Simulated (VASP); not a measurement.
Input for VASP

KPOINTS:
```
Automatic mesh
0
Gamma
5 5 7
0 0 0
```

File POSCAR:
```
SnO2
1
    4.6500534501     0.0000000000     0.0000000000
    0.0000000000     4.6500534501     0.0000000000
    0.0000000000     0.0000000000     3.1855894751
Sn O
2 4
Direct
  0.0000000000   0.0000000000   0.0000000000
  0.5000000000   0.5000000000   0.5000000000
  0.3052288516   0.3052288516   0.0000000000
  0.8052288516   0.1947711484   0.5000000000
  0.1947711484   0.8052288516   0.5000000000
  0.6947711484   0.6947711484   0.0000000000
```

INCAR:
```
SYSTEM = SnO2
PREC = Accurate; ENCUT = 620; LREAL = .FALSE.
LASPH = .TRUE.
EDIFF = 1E-6; NELM = 100; ALGO = Normal
LMAXMIX = 4
ISMEAR = 0; SIGMA = 0.05
GGA = PE
IBRION = 2; NSW = 40; ISIF = 3
EDIFFG = -0.02; PSTRESS = 200
LWAVE = .FALSE.; LCHARG = .FALSE.
```

POTCAR, in this order: Sn_d O (PBE.64 set). Program: vasp_std.

Task: Translate this PBE calculation to Ansatz.

Result: One equivalent input (not run):
Ansatz 0.2 input:
```yaml
crystal:
  lattice:
    - [4.6500535, 0.0000000, 0.0000000]
    - [0.0000000, 4.6500535, 0.0000000]
    - [0.0000000, 0.0000000, 3.1855895]
  atoms:
    - { symbol: Sn, position: [0.0000000, 0.0000000, 0.0000000] }
    - { symbol: Sn, position: [0.5000000, 0.5000000, 0.5000000] }
    - { symbol: O, position: [0.3052289, 0.3052289, 0.0000000] }
    - { symbol: O, position: [0.8052289, 0.1947711, 0.5000000] }
    - { symbol: O, position: [0.1947711, 0.8052289, 0.5000000] }
    - { symbol: O, position: [0.6947711, 0.6947711, 0.0000000] }
kpoints:
  mp_grid: { grid: [5, 5, 7] }
hamiltonian:
  xc: pbe
  pseudopotentials: { kind: paw }
scf:
  occupations: { method: gaussian, width: 0.05 }
  max_iter: 100
relax:
  max_steps: 40
  f_tol: 0.02
  cell: { p_target: 20 }
output: { forces: true, stress: true, eigenvalues: true }
```
Limits of the translation: each code has its own PAW files, so the cut-off isn't converted (ENCUT is set for VASP's; basis.ecutwfc is left out, and Ansatz then takes the one that its files recommend); Ansatz stops its SCF on the density residual and VASP on the energy change (EDIFF).

The compound is SnO2 in the rutile structure. It was relaxed first under an external pressure of 20 GPa.
